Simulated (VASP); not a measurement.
Data:

```
KBr
1.0
    0.00000     3.35064     3.35064
    3.35064     0.00000     3.35064
    3.35064     3.35064     0.00000
K Br
1 1
Direct
  0.00000   0.00000   0.00000
  0.50000   0.50000   0.50000
```

These are PBE GGA, VASP's PBE PAW potentials (set 64) (plane waves; VASP) values and carry that method's errors. Run with 480 eV cut-off, 6×6×6 Γ-centred mesh, Gaussian smearing of 0.050 eV, potentials K_sv Br.

Each relaxation starts from this cell; other phases were not tried.

Q: The cell is relaxed at 15 GPa. What happens?

A: The volume per atom goes from 37.62 to 25.05 Å³ (-33.4 %), and the cell becomes a = 5.852 Å, b = 5.852 Å, c = 5.852 Å, α = 90.00°, β = 90.00°, γ = 90.00°, space group Fm-3m. The gap on the mesh goes from 4.31 to 5.10 eV.

Q: The cell is relaxed at 30 GPa. What happens?

A: The volume per atom goes from 37.62 to 21.46 Å³ (-43.0 %), and the cell becomes a = 5.558 Å, b = 5.558 Å, c = 5.558 Å, α = 90.00°, β = 90.00°, γ = 90.00°, space group Fm-3m. The gap on the mesh goes from 4.31 to 4.50 eV.

Failed runs are left out, and for metals the shear rows, which the mesh's noise covers.

The compound is KBr in the rock salt structure.
